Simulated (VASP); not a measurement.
Hf2Pd2Se2Br2O3 under changes of volume

One of the cells (20.772 Å³/atom); the others are scaled copies at fixed shape and fractional positions:

```
CELL_PARAMETERS angstrom
5.79884 0.00499 -0.00288
-0.53099 5.88536 0.03436
-1.49418 -0.93256 6.68987
ATOMIC_POSITIONS crystal
Hf 0.74540 0.39602 0.34989
Hf 0.28763 0.45322 0.59401
Pd 0.90854 0.13294 0.84849
Pd 0.25249 0.90323 0.35874
Se 0.63469 0.40355 0.93716
Se 0.62597 0.78174 0.53023
Br 0.85273 0.99089 0.15355
Br 0.22526 0.82084 0.86223
O 0.96040 0.28925 0.59026
O 0.43233 0.24524 0.40864
O 0.07457 0.58308 0.36682
```

The cell was built by a generator and needn't be a form met in nature.

- Program: VASP 6.6.1
- Functional: PBE
- Potentials or basis: VASP PAW PBE potentials, release 64 (Hf_pv, Pd, Se, Br, O)
- Cutoff: 520 eV
- k mesh: 5 × 5 × 4
- Occupations: fermi-dirac, width 0.05 eV
- Spin: no spin polarisation

```tsv
volume (Å³/atom)	energy over the lowest point (meV/atom)	pressure (GPa)	gap on the mesh (eV)	largest force (eV/Å)
19.143	?	?	?	?
19.550	6.92	3.9	0.22	0.450
19.957	0.00	1.5	0.21	0.164
20.772	2.52	-2.5	0.20	0.469
21.179	10.81	-4.1	0.19	0.732
21.586	23.13	-5.6	0.18	0.978
```

What does the run at 19.143 Å³/atom give?

Energy over the lowest point 20.16 meV/atom; pressure 6.5 GPa; gap on the mesh 0.23 eV; largest force 0.803 eV/Å.

Worked out: A Birch-Murnaghan fit of order 3 (a polynomial in V^(-2/3)) to the other rows has its minimum at 20.26 Å³/atom with B0 = V·E''(V) = 102 GPa and B' = 4.6 at fixed shape and positions, which overstates the stiffness. It gives 20.17 meV/atom at 19.143 Å³/atom, against the run's 20.16, and -dE/dV = 6.6 GPa, against 6.5. A straight line through the other rows of the gap, of slope -0.381 eV per unit of ln V, extrapolates to 0.23 eV, against the run's 0.23.

Energies are extrapolated to zero smearing.

Caveats: spin-orbit coupling is left out, which moves the levels of the heavy elements; an odd mesh through Γ misses points on the zone boundary, where band edges often lie.
